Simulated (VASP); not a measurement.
Given:

```xyz
4
Lattice="3.9133 0.0000 0.0000 -1.9566 3.3890 0.0000 0.0000 0.0000 6.4123" Properties=species:S:1:pos:R:3 pbc="T T T"
Te     0.0000     0.0000     0.0000
Te     0.0000     0.0000     3.2061
Ti     0.0000     2.2593     1.6031
Ti     1.9566     1.1297     4.8092
```

These are LDA (Ceperley-Alder, Perdew-Zunger), VASP's LDA PAW potentials (set 64) (plane waves; VASP) values and carry that method's errors. Numerical set-up: 300 eV cut-off, 7×7×4 Γ-centred mesh, Fermi-Dirac smearing of 0.10 eV, potentials Te Ti_sv.

At this cut-off the stress carries a Pulay error, which pulls relaxed volumes low.

Task: Give the stress tensor in GPa (positive for a compressed cell).

Result: 
```
-4.87   0.00   0.00
 0.00  -4.87   0.00
 0.00   0.00  10.96
```
The pressure is its mean diagonal, 0.41 GPa.

The structure comes from a measured TiTe entry of the Crystallography Open Database, whose conditions weren't checked. The cell was not relaxed at this level. VASP warned that the highest band is occupied, so more bands are needed.
